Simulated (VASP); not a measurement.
Here is the system:

```xyz
5
Lattice="4.0160 0.0000 0.0000 0.0000 4.0160 0.0000 0.0000 0.0000 4.0160" Properties=species:S:1:pos:R:3 pbc="T T T"
K      0.0000     0.0000     0.0000
Ta     2.0080     2.0080     2.0080
O      2.0080     0.0000     2.0080
O      0.0000     2.0080     2.0080
O      2.0080     2.0080     0.0000
```

All values below come from PBE GGA with D3 dispersion (zero damping), VASP's PBE PAW potentials (set 64) (plane waves; VASP 6.6.1). Numerical set-up: 520 eV cut-off, 6×6×6 Γ-centred mesh, tetrahedra with Blöchl corrections, potentials K_sv Ta_pv O.

The cores are frozen, which limits the accuracy of field gradients.

Question: Give the principal components of the electric field gradient (V/Å²) and the asymmetry η at each nucleus.

Answer: 
```json
[
 {"atom": "K1", "Vxx": "0.0", "Vyy": "0.0", "Vzz": "0.0", "η": "-"},
 {"atom": "Ta2", "Vxx": "0.0", "Vyy": "0.0", "Vzz": "0.0", "η": "-"},
 {"atom": "O3", "Vxx": "-11.5", "Vyy": "-11.5", "Vzz": "23.0", "η": "0.00"},
 {"atom": "O4", "Vxx": "-11.5", "Vyy": "-11.5", "Vzz": "23.0", "η": "0.00"},
 {"atom": "O5", "Vxx": "-11.5", "Vyy": "-11.5", "Vzz": "23.0", "η": "0.00"}
]
```

The compound is KTaO3 in the cubic perovskite structure. It was relaxed first.
